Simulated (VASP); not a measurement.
Level of theory: PBEsol GGA, VASP's PBE PAW potentials (set 64) (plane waves; VASP 6.6.1).

The input files of a VASP run:

### POSCAR
```
PtAl
1
    0.0000000000     2.7671613691     2.7671613691
    2.7671613691     0.0000000000     2.7671613691
    2.7671613691     2.7671613691     0.0000000000
Pt Al
1 1
Direct
  0.0000000000   0.0000000000   0.0000000000
  0.2500000000   0.2500000000   0.2500000000
```

### INCAR
```
PREC = Accurate
LREAL = F   ! projection in real space or not
ALGO = Normal   ! blocked Davidson
NELM = 100   ! most electronic steps
LMAXMIX = 6   ! l cut-off of mixed one-centre charges
ISIF = 2   ! forces and stress, cell fixed
LASPH = T   ! aspherical one-centre terms
ENCUT = 400   ! plane-wave cut-off (eV)
LWAVE = F
SYSTEM = PtAl
NEDOS = 601   ! DOS grid
GGA = PS   ! PBEsol
ISMEAR = -5   ! tetrahedra, Bloechl
LCHARG = T
EDIFF = 1E-7
LORBIT = 11
```

**KPOINTS**
```
K-points
0
G
 13 13 13
```

POTCAR, in this order: Pt Al (PBE.64 set). Program: vasp_std.

The run wrote:

**OSZICAR**
```
       N       E                     dE             d eps       ncg     rms          rms(c)
DAV:   1     0.342681941009E+02    0.34268E+02   -0.47788E+03  1816   0.839E+02
DAV:   2    -0.105808710177E+02   -0.44849E+02   -0.41808E+02  2010   0.162E+02
DAV:   3    -0.117461999922E+02   -0.11653E+01   -0.11567E+01  1984   0.258E+01
DAV:   4    -0.117554905719E+02   -0.92906E-02   -0.92894E-02  1902   0.279E+00
DAV:   5    -0.117556412695E+02   -0.15070E-03   -0.15075E-03  1934   0.373E-01    0.557E+00
DAV:   6    -0.115123869576E+02    0.24325E+00   -0.18572E+00  1778   0.111E+01    0.161E+00
DAV:   7    -0.114784545236E+02    0.33932E-01   -0.10665E-01  1714   0.289E+00    0.114E+00
DAV:   8    -0.114651642072E+02    0.13290E-01   -0.11231E-02  1858   0.105E+00    0.148E-01
DAV:   9    -0.114651296634E+02    0.34544E-04   -0.64845E-04  1886   0.224E-01    0.984E-02
DAV:  10    -0.114651347368E+02   -0.50734E-05   -0.68100E-05  1772   0.562E-02    0.763E-03
DAV:  11    -0.114651345215E+02    0.21526E-06   -0.16167E-06  1854   0.989E-03    0.682E-03
DAV:  12    -0.114651345390E+02   -0.17462E-07   -0.26585E-07  1812   0.380E-03
   1 F= -.11465135E+02 E0= -.11465135E+02  d E =0.000000E+00
```

**OUTCAR**
```
------------------------ aborting loop because EDIFF is reached ----------------------------------------
  FORCE on cell =-STRESS in cart. coord.  units (eV):
  Direction    XX          YY          ZZ          XY          YZ          ZX
  --------------------------------------------------------------------------------------
  Total       -0.0058906     -0.0058906     -0.0058906      0.0000000      0.0000000     -0.0000000
  in kB       -0.2227087     -0.2227087     -0.2227087      0.0000000      0.0000000     -0.0000000
  external PRESSURE =      -0.2227087 kB  Pullay stress =       0.0000000 kB
  volume of cell :       42.38
      direct lattice vectors                 reciprocal lattice vectors
     0.000000000  2.767161369  2.767161369    -0.180690583  0.180690583  0.180690583
     2.767161369  0.000000000  2.767161369     0.180690583 -0.180690583  0.180690583
     2.767161369  2.767161369  0.000000000     0.180690583  0.180690583 -0.180690583
 POSITION                                       TOTAL-FORCE (eV/Angst)
 -----------------------------------------------------------------------------------
      0.00000      0.00000      0.00000        -0.000000      0.000000      0.000000
      1.38358      1.38358      1.38358         0.000000     -0.000000     -0.000000
 -----------------------------------------------------------------------------------
    total drift:                               -0.000000     -0.000000     -0.000000
  FREE ENERGIE OF THE ION-ELECTRON SYSTEM (eV)
  ---------------------------------------------------
  free  energy   TOTEN  =       -11.4651345390 eV

  energy  without entropy=      -11.4651345390  energy(sigma->0) =      -11.46513454

 total charge

# of ion       s       p       d       tot
------------------------------------------
    1        0.841   0.327   8.294   9.462
    2        0.458   0.358   0.000   0.816
--------------------------------------------------
tot          1.299   0.685   8.294  10.278
```
(Selected blocks of OUTCAR.)

### OUTCAR
```
 val. band max:        5.1385281213   @ k =  -0.3077   0.3077   0.0769

 cond. band min:       5.2992996601   @ k =   0.4615   0.3077   0.0000


 Fermi energy:         5.2013281823

 k-point     1 :       0.0000    0.0000    0.0000
  band No.  band energies     occupation
      1      -2.9589      2.00000
      2       1.5642      2.00000
      3       1.5642      2.00000
      4       1.5642      2.00000
      5       2.6538      2.00000
      6       2.6538      2.00000
      7      12.6816      0.00000
      8      12.6816      0.00000
      9      12.6816      0.00000
     10      13.9599      0.00000

 k-point     2 :       0.0769    0.0000    0.0000
  band No.  band energies     occupation
      1      -2.8686      2.00000
      2       1.5438      2.00000
      3       1.5900      2.00000
      4       1.5900      2.00000
      5       2.6457      2.00000
      6       2.6457      2.00000
      7      11.5624      0.00000
      8      12.5006      0.00000
      9      12.5006      0.00000
     10      13.7520      0.00000

 k-point     3 :       0.1538    0.0000    0.0000
  band No.  band energies     occupation
      1      -2.6042      2.00000
      2       1.4954      2.00000
      3       1.6561      2.00000
      4       1.6561      2.00000
      5       2.6335      2.00000
      6       2.6335      2.00000
      7       9.7722      0.00000
      8      12.0777      0.00000
      9      12.0777      0.00000
     10      13.6195      0.00000

 k-point     4 :       0.2308    0.0000    0.0000
  band No.  band energies     occupation
      1      -2.1887      2.00000
      2       1.4556      2.00000
      3       1.7300      2.00000
      4       1.7300      2.00000
      5       2.6482      2.00000
      6       2.6482      2.00000
      7       7.9694      0.00000
      8      11.5493      0.00000
      9      11.5493      0.00000
     10      13.3832      0.00000

 k-point     5 :       0.3077    0.0000    0.0000
...
```

For a metal the tetrahedron method with Blöchl corrections gives inexact stress and forces. Unless said otherwise, spin-orbit coupling is left out, though it shifts the bands of the heavy elements here.

The structure was generated: PtAl was put into the zinc blende type (F-43m), which need not be its known phase. It was relaxed first, which changed the volume by -19 %. The electron count is odd and the run is not spin-polarised, which forces a metal.
